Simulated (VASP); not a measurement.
The system is MoS2.

```
CELL_PARAMETERS angstrom
3.16100 0.00000 0.00000
-1.58050 2.73751 0.00000
0.00000 0.00000 13.77040
ATOMIC_POSITIONS crystal
Mo 0.33333 0.66667 0.25000
Mo 0.66667 0.33333 0.75000
S 0.66667 0.33333 0.36365
S 0.66667 0.33333 0.13635
S 0.33333 0.66667 0.86365
S 0.33333 0.66667 0.63635
```

The cell was built by a generator and needn't be a form met in nature.

Base run:

| Quantity | Value |
| --- | --- |
| Program | VASP 6.6.1 |
| Functional | vdW-DF2 |
| Potentials or basis | VASP PAW PBE potentials, release 64 (Mo_sv, S) |
| Cutoff | 520 eV |
| k mesh | 8 × 8 × 2 |
| Occupations | fermi-dirac, width 0.05 eV |
| Spin | no spin polarisation |

Its results: band gap on the k mesh 1.45 eV, indirect (least direct gap 2.00 eV); pressure 10.8 GPa; largest force 1.109 eV/Å.

Question: The run is repeated on the same cell with these changes: functional from vdW-DF2 to optB86b-vdW. What comes out?

Answer: Band gap on the k mesh 1.49 eV, indirect (least direct gap 2.02 eV); pressure 0.2 GPa; largest force 0.186 eV/Å.

Caveats: the PAW data sets were made with another functional, which shifts forces and pressure a little.

A k mesh can miss the band edges.
